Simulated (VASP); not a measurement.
These are PBE GGA, VASP's PBE PAW potentials (set 64) (plane waves; VASP 6.6.1) values and carry that method's errors.

VASP ran on this input.

### POSCAR
```
KI
4.9992450
  0.0000000000   0.7071067731   0.7071067731
  0.7071067731   0.0000000000   0.7071067731
  0.7071067731   0.7071067731   0.0000000000
K I
1 1
Cartesian
  0.0000000000   0.0000000000   0.0000000000
  0.7071067731   0.7071067731   0.7071067731
```

File KPOINTS:
```
Automatic
0
G
 6 6 6
```

INCAR:
```
SYSTEM = KI
PREC = Accurate; ENCUT = 400; LREAL = .FALSE.
LASPH = .FALSE.
EDIFF = 1E-6; NELM = 100; ALGO = Normal
LMAXMIX = 4
ISMEAR = 0; SIGMA = 0.05
GGA = PE
ISIF = 2
LWAVE = .FALSE.; LCHARG = .FALSE.
```

POTCAR, in this order: K_sv I (PBE.64 set). Program: vasp_std.

The run wrote:

File OSZICAR:
```
       N       E                     dE             d eps       ncg     rms          rms(c)
DAV:   1     0.835404734718E+02    0.83540E+02   -0.57199E+03   384   0.923E+02
DAV:   2    -0.351971279264E+00   -0.83892E+02   -0.79493E+02   464   0.226E+02
DAV:   3    -0.535367245622E+01   -0.50017E+01   -0.49816E+01   488   0.529E+01
DAV:   4    -0.563691521989E+01   -0.28324E+00   -0.28291E+00   696   0.107E+01
DAV:   5    -0.563813026410E+01   -0.12150E-02   -0.12150E-02   520   0.727E-01    0.307E+00
DAV:   6    -0.555515332461E+01    0.82977E-01   -0.12218E-01   444   0.220E+00    0.222E+00
DAV:   7    -0.555088047607E+01    0.42728E-02   -0.13292E-01   468   0.206E+00    0.804E-01
DAV:   8    -0.555617142195E+01   -0.52909E-02   -0.14348E-02   488   0.871E-01    0.107E-01
DAV:   9    -0.555663800926E+01   -0.46659E-03   -0.83196E-04   492   0.192E-01    0.716E-02
DAV:  10    -0.555686919885E+01   -0.23119E-03   -0.22872E-04   452   0.101E-01    0.205E-02
DAV:  11    -0.555688838926E+01   -0.19190E-04   -0.36342E-05   468   0.369E-02    0.117E-02
DAV:  12    -0.555688941807E+01   -0.10288E-05   -0.42808E-06   468   0.172E-02    0.110E-02
DAV:  13    -0.555688979807E+01   -0.38000E-06   -0.10684E-06   356   0.697E-03
   1 F= -.55568898E+01 E0= -.55568898E+01  d E =-.436507E-17
```

**OUTCAR**
```
------------------------ aborting loop because EDIFF is reached ----------------------------------------
  FORCE on cell =-STRESS in cart. coord.  units (eV):
  Direction    XX          YY          ZZ          XY          YZ          ZX
  --------------------------------------------------------------------------------------
  Total        0.3240549      0.3240549      0.3240549     -0.0000000     -0.0000000      0.0000000
  in kB        5.8766653      5.8766653      5.8766653     -0.0000000     -0.0000000      0.0000000
  external PRESSURE =       5.8766653 kB  Pullay stress =       0.0000000 kB
  volume of cell :       88.35
      direct lattice vectors                 reciprocal lattice vectors
     0.000000000  3.535000000  3.535000000    -0.141442716  0.141442716  0.141442716
     3.535000000  0.000000000  3.535000000     0.141442716 -0.141442716  0.141442716
     3.535000000  3.535000000  0.000000000     0.141442716  0.141442716 -0.141442716
  FREE ENERGIE OF THE ION-ELECTRON SYSTEM (eV)
  ---------------------------------------------------
  free  energy   TOTEN  =        -5.5568897981 eV

  energy  without entropy=       -5.5568897981  energy(sigma->0) =       -5.55688980
```
(Selected blocks of OUTCAR.)

OUTCAR:
```
 val. band max:       -0.4252854511   @ k =   0.0000   0.0000   0.0000

 cond. band min:       3.5331592459   @ k =   0.0000   0.0000   0.0000


 Fermi energy:        -0.1418770834

 k-point     1 :       0.0000    0.0000    0.0000
  band No.  band energies     occupation
      1     -28.9303      2.00000
      2     -12.4172      2.00000
      3     -12.4172      2.00000
      4     -12.4172      2.00000
      5     -10.9243      2.00000
      6      -0.4253      2.00000
      7      -0.4253      2.00000
      8      -0.4253      2.00000
      9       3.5332      0.00000
     10       6.0725      0.00000
     11       6.0725      0.00000
     12       6.0725      0.00000

 k-point     2 :       0.1667    0.0000    0.0000
  band No.  band energies     occupation
      1     -28.9297      2.00000
      2     -12.4573      2.00000
      3     -12.4178      2.00000
      4     -12.4178      2.00000
      5     -10.8526      2.00000
      6      -0.8417      2.00000
      7      -0.5152      2.00000
      8      -0.5152      2.00000
      9       4.1555      0.00000
     10       5.9929      0.00000
     11       6.3630      0.00000
     12       6.3630      0.00000

 k-point     3 :       0.3333    0.0000    0.0000
  band No.  band energies     occupation
      1     -28.9287      2.00000
      2     -12.5292      2.00000
      3     -12.4189      2.00000
      4     -12.4189      2.00000
      5     -10.7156      2.00000
      6      -1.4770      2.00000
      7      -0.6818      2.00000
      8      -0.6818      2.00000
      9       4.9210      0.00000
     10       6.5915      0.00000
     11       7.0666      0.00000
     12       7.0666      0.00000

 k-point     4 :       0.5000    0.0000    0.0000
  band No.  band energies     occupation
      1     -28.9282      2.00000
      2     -12.5618      2.00000
      3     -12.4195      2.00000
      4     -12.4195      2.00000
      5     -10.6494      2.00000
      6      -1.7405      2.00000
...
```

Unless said otherwise, spin-orbit coupling is left out, though it shifts the bands of the heavy elements here.

The compound is KI in the rock salt structure. The cell was not relaxed at this level. The run is one of a series of settings (LASPH = .FALSE. against the base run), some of them coarse on purpose.
